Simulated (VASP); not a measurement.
A convergence study with VASP on GaN (zinc blende): one setting is varied, all else stays as given below, so the limit is that of these other settings.

```xyz
2
Lattice="0.0000 2.2600 2.2600 2.2600 0.0000 2.2600 2.2600 2.2600 0.0000" Properties=species:S:1:pos:R:3 pbc="T T T"
Ga     0.0000     0.0000     0.0000
N      1.1300     1.1300     1.1300
```

Computed with PBE GGA, VASP's PBE PAW potentials (set 64) (plane waves; VASP). The tightest run used: 700 eV cut-off, 19×19×19 Γ-centred mesh, tetrahedra with Blöchl corrections, potentials Ga_d N.

The reference is 19×19×19 mesh, which took about 60 core-seconds. Times come from single runs on busy shared machines, so they are rough: good to a factor of about 2.

Task: Of the settings 3×3×3 mesh; 4×4×4 mesh; 5×5×5 mesh; 6×6×6 mesh; 7×7×7 mesh; 8×8×8 mesh; 9×9×9 mesh; 10×10×10 mesh; 11×11×11 mesh; 12×12×12 mesh; 13×13×13 mesh; 14×14×14 mesh; 15×15×15 mesh; 16×16×16 mesh; 17×17×17 mesh; 18×18×18 mesh; 19×19×19 mesh, which is the lowest that keeps the difference from the reference in E (eV/atom) within 0.001 from there on, and what does it cost?

Result: 7×7×7 mesh; its cost over the reference is about 1/8.
```
setting        difference in E (eV/atom)  cost over the reference
-------------  -------------------------  -----------------------
3×3×3 mesh                        0.1478               about 1/20
4×4×4 mesh                        0.0319               about 1/10
5×5×5 mesh                        0.0080               about 1/10
6×6×6 mesh                        0.0023                about 1/9
7×7×7 mesh                        0.0008                about 1/8
8×8×8 mesh                        0.0003                about 1/6
9×9×9 mesh                        0.0001                about 1/5
10×10×10 mesh                     0.0000                about 1/4
11×11×11 mesh                     0.0000                about 1/3
12×12×12 mesh                     0.0000                about 1/3
13×13×13 mesh                     0.0000                about 1/2
14×14×14 mesh                     0.0000                about 1/2
15×15×15 mesh                     0.0000     within a factor of 2
16×16×16 mesh                     0.0000     within a factor of 2
17×17×17 mesh                     0.0000     within a factor of 2
18×18×18 mesh                     0.0000     within a factor of 2
19×19×19 mesh                     0.0000                reference
```

Left out are rungs that failed or repeat a setting and relaxations that didn't move; long series are thinned to 24 rows.

The compound is GaN in the zinc blende structure, a metastable form; wurtzite is the usual one. The cell was not relaxed at this level.
